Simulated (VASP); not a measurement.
Crystal: MnSiSe3.

```
Mn Si Se
1.0
     4.83412    0.00000    0.00000
     0.00000    4.83412    0.00000
     0.00000    0.00000    4.83412
Mn Si Se
1 1 3
Direct
  0.00000 0.00000 0.00000
  0.50000 0.50000 0.50000
  0.00000 0.50000 0.50000
  0.50000 0.00000 0.50000
  0.50000 0.50000 0.00000
```

The cell was built by a generator and needn't be a form met in nature.

Base run:

| Quantity | Value |
| --- | --- |
| Program | VASP 6.6.1 |
| Functional | revPBE |
| Potentials or basis | VASP PAW PBE potentials, release 64 (Mn_pv, Si, Se) |
| Cutoff | 520 eV |
| k mesh | 5 × 5 × 5 |
| Occupations | fermi-dirac, width 0.05 eV |
| Spin | collinear spin, ferromagnetic start |
| Starting moments | [4.0, 0.0, 0.0, 0.0, 0.0] μB |

Its results: pressure 1.3 GPa; net moment 5.29 μB per cell; site moments Mn +4.52; Si +0.06; Se +0.06 μB.

Q: The run is repeated on the same cell with these changes: functional from revPBE to SCAN. What comes out?

A: Pressure -1.2 GPa; net moment 5.36 μB per cell; site moments Mn +4.66; Si +0.07; Se +0.04 μB.

Caveats: the PAW data sets were made with another functional, which shifts forces and pressure a little; a cell with one magnetic atom can't hold antiferromagnetic order, which such compounds often take.
